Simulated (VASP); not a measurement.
Computed with PBEsol GGA, VASP's PBE PAW potentials (set 64) (plane waves; VASP).

The input files of a VASP run:

File POSCAR:
```
BAs
2.3888030
  0.0000000000   1.0000001354   1.0000001354
  1.0000001354   0.0000000000   1.0000001354
  1.0000001354   1.0000001354   0.0000000000
B As
1 1
Cartesian
  0.0000000000   0.0000000000   0.0000000000
  0.5000000677   0.5000000677   0.5000000677
```

### INCAR
```
SYSTEM  =  BAs
PREC  =  Accurate; ENCUT  =  520; LREAL  =  .FALSE.
LASPH  =  .TRUE.
EDIFF  =  1E-8; NELM  =  100; ALGO  =  Normal
LMAXMIX  =  4
ISMEAR  =  0; SIGMA  =  0.01
GGA  =  PS
IBRION  =  8; NSW  =  1
LWAVE  =  .FALSE.; LCHARG  =  .FALSE.
LEPSILON  =  .TRUE.
```

File KPOINTS:
```
Automatic mesh
0
Gamma
13 13 13
0 0 0
```

POTCAR, in this order: B As (PBE.64 set). Program: vasp_std.

The resulting files:

**OUTCAR**
```
 ion  position               nearest neighbor table
   1  0.000  0.000  0.000-   2 2.07   2 2.07   2 2.07   2 2.07
   2  0.250  0.250  0.250-   1 2.07   1 2.07   1 2.07   1 2.07
  LATTYP: Found a face centered cubic cell.
 ALAT       =     4.7776066470
 Subroutine PRICEL returns:
 Original cell was already a primitive cell.
 Subroutine GETGRP returns: Found 24 space group operations
The static configuration has the point symmetry T_d .
The dynamic configuration has the point symmetry T_d .
 Subroutine INISYM returns: Found 24 space group operations
 Subroutine IBZKPT returns following result:
 Found     84 irreducible k-points:

 Following reciprocal coordinates:
            Coordinates               Weight
  0.000000  0.000000  0.000000      1.000000
  0.076923  0.000000  0.000000      8.000000
  0.153846  0.000000  0.000000      8.000000
  0.230769  0.000000  0.000000      8.000000
  0.307692  0.000000  0.000000      8.000000
  0.384615  0.000000  0.000000      8.000000
  0.461538  0.000000  0.000000      8.000000
  0.076923  0.076923  0.000000      6.000000
  0.153846  0.076923  0.000000     24.000000
  0.230769  0.076923  0.000000     24.000000
  0.307692  0.076923  0.000000     24.000000
  0.384615  0.076923  0.000000     24.000000
  0.461538  0.076923  0.000000     24.000000
 -0.461538  0.076923  0.000000     24.000000
 -0.384615  0.076923  0.000000     24.000000
 -0.307692  0.076923  0.000000     24.000000
 -0.230769  0.076923  0.000000     24.000000
 -0.153846  0.076923  0.000000     24.000000
 -0.076923  0.076923  0.000000     12.000000
  0.153846  0.153846  0.000000      6.000000
  0.230769  0.153846  0.000000     24.000000
  0.307692  0.153846  0.000000     24.000000
  0.384615  0.153846  0.000000     24.000000
  0.461538  0.153846  0.000000     24.000000
 -0.461538  0.153846  0.000000     24.000000
 -0.384615  0.153846  0.000000     24.000000
 -0.307692  0.153846  0.000000     24.000000
 -0.230769  0.153846  0.000000     24.000000
 -0.153846  0.153846  0.000000     12.000000
  0.230769  0.230769  0.000000      6.000000
  0.307692  0.230769  0.000000     24.000000
  0.384615  0.230769  0.000000     24.000000
  0.461538  0.230769  0.000000     24.000000
 -0.461538  0.230769  0.000000     24.000000
 -0.384615  0.230769  0.000000     24.000000
 -0.307692  0.230769  0.000000     24.000000
 -0.230769  0.230769  0.000000     12.000000
  0.307692  0.307692  0.000000      6.000000
  0.384615  0.307692  0.000000     24.000000
  0.461538  0.307692  0.000000     24.000000
 Subroutine IBZKPT_HF returns following result:
   k-points           NKPTS =     84   k-points in BZ     NKDIM =     84   number of bands    NBANDS=      8
   number of dos      NEDOS =    301   number of ions     NIONS =      2
   total plane-waves  NPLWV =  21952
   dimension x,y,z NGX =    28 NGY =   28 NGZ =   28
   dimension x,y,z NGXF=    56 NGYF=   56 NGZF=   56
   ions per type =               1   1
   PREC   = accura    normal or accurate (medium, high low for compatibility)
   ISTART =      0    job   : 0-new  1-cont  2-samecut
   ICHARG =      2    charge: 1-file 2-atom 10-const
   ISPIN  =      1    spin polarized calculation?
   LNONCOLLINEAR =      F non collinear calculations
   LSORBIT =      F    spin-orbit coupling
   INIWAV =      1    electr: 0-lowe 1-rand  2-diag
   ENCUT  =  520.0 eV  38.22 Ry    6.18 a.u.   6.28  6.28  6.28*2*pi/ulx,y,z
   NELM   =    100;   NELMIN=  2; NELMDL= -5     # of ELM steps
   EDIFF  = 0.1E-07   stopping-criterion for ELM
   LREAL  =      F    real-space projection
   NLSPLINE    = F    spline interpolate recip. space projectors
...
```

OUTCAR:
```


 HEAD OF MICROSCOPIC STATIC DIELECTRIC TENSOR (INDEPENDENT PARTICLE, excluding Hartree and local field effects)
 ------------------------------------------------------
          10.269751     0.000000     0.000000
           0.000000    10.269751     0.000000
           0.000000     0.000000    10.269751
 ------------------------------------------------------

 MACROSCOPIC STATIC DIELECTRIC TENSOR (including local field effects in DFT)
 ------------------------------------------------------
           9.892138     0.000000     0.000000
           0.000000     9.892138     0.000000
          -0.000000     0.000000     9.892138
 ------------------------------------------------------

 PIEZOELECTRIC TENSOR (including local field effects)  for field in x, y, z        (e  Angst)
          XX          YY          ZZ          XY          YZ          ZX
  --------------------------------------------------------------------------------
  x     0.00000     0.00000     0.00000     0.00000     0.15406     0.00000
  y    -0.00000    -0.00000     0.00000     0.00000     0.00000     0.15406
  z    -0.00000     0.00000    -0.00000     0.15406     0.00000     0.00000

 PIEZOELECTRIC TENSOR (including local field effects)  for field in x, y, z        (C/m^2)
          XX          YY          ZZ          XY          YZ          ZX
  --------------------------------------------------------------------------------
  x     0.00000     0.00000     0.00000     0.00000     0.09054     0.00000
  y    -0.00000    -0.00000     0.00000     0.00000     0.00000     0.09054
  z    -0.00000     0.00000    -0.00000     0.09054     0.00000     0.00000

 BORN EFFECTIVE CHARGES (including local field effects) (in |e|, cummulative output)
 ---------------------------------------------------------------------------------
 ion    1
    1    -0.50653     0.00000    -0.00000
    2     0.00000    -0.50653     0.00000
    3     0.00000     0.00000    -0.50653
 ion    2
    1     0.50653     0.00000     0.00000
    2    -0.00000     0.50653    -0.00000
    3    -0.00000    -0.00000     0.50653
```
(Selected blocks of OUTCAR.)

OUTCAR:
```
 val. band max:        6.0395480520   @ k =   0.0000   0.0000   0.0000

 cond. band min:       7.1227116738   @ k =   0.3846   0.3846   0.0000


 Fermi energy:         6.1603992167

 k-point     1 :       0.0000    0.0000    0.0000
  band No.  band energies     occupation
      1      -9.3939      2.00000
      2       6.0395      2.00000
      3       6.0395      2.00000
      4       6.0395      2.00000
      5       9.2790      0.00000
      6       9.2790      0.00000
      7       9.2790      0.00000
      8      10.7165      0.00000

 k-point     2 :       0.0769    0.0000    0.0000
  band No.  band energies     occupation
      1      -9.2964      2.00000
      2       5.1237      2.00000
      3       5.8482      2.00000
      4       5.8482      2.00000
      5       9.4218      0.00000
      6       9.5300      0.00000
      7       9.5300      0.00000
      8      11.2539      0.00000

 k-point     3 :       0.1538    0.0000    0.0000
  band No.  band energies     occupation
      1      -9.0066      2.00000
      2       3.3737      2.00000
      3       5.4286      2.00000
      4       5.4286      2.00000
      5       9.3322      0.00000
      6      10.0759      0.00000
      7      10.0759      0.00000
      8      12.4544      0.00000

 k-point     4 :       0.2308    0.0000    0.0000
  band No.  band energies     occupation
      1      -8.5343      2.00000
      2       1.5245      2.00000
      3       4.9851      2.00000
      4       4.9851      2.00000
      5       9.1172      0.00000
      6      10.5697      0.00000
      7      10.5697      0.00000
      8      13.6308      0.00000

 k-point     5 :       0.3077    0.0000    0.0000
  band No.  band energies     occupation
      1      -7.9053      2.00000
      2      -0.2057      2.00000
      3       4.6156      2.00000
      4       4.6156      2.00000
      5       8.9162      0.00000
      6      10.8020      0.00000
      7      10.8020      0.00000
...
```

The compound is BAs in the zinc blende structure. It was relaxed first.
